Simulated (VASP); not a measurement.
Data:

```
CELL_PARAMETERS angstrom
      0.00000     2.42881     2.42881
      2.42881     0.00000     2.42881
      2.42881     2.42881     0.00000
ATOMIC_POSITIONS crystal
  Ca 0.00000 0.00000 0.00000
  O  0.50000 0.50000 0.50000
```

Computed with r2SCAN meta-GGA, VASP's PBE PAW potentials (set 64) (plane waves; VASP). Settings: 520 eV cut-off, 9×9×9 Γ-centred mesh, Gaussian smearing of 0.050 eV, potentials Ca_sv O.

Task: The job: CaO (rock salt), 2 atoms, r2SCAN, static run, 520 eV, 9×9×9 Γ-centred mesh. Roughly how much core time does it take on a busy server core?

Result: About 40 core-seconds (one run on a shared machine, a rough figure). It had 35 irreducible k-points, 12 bands, up to 785 plane waves and 23 electronic steps.

The compound is CaO in the rock salt structure. This cell is one point of a volume scan, at 1.03 of the reference volume.
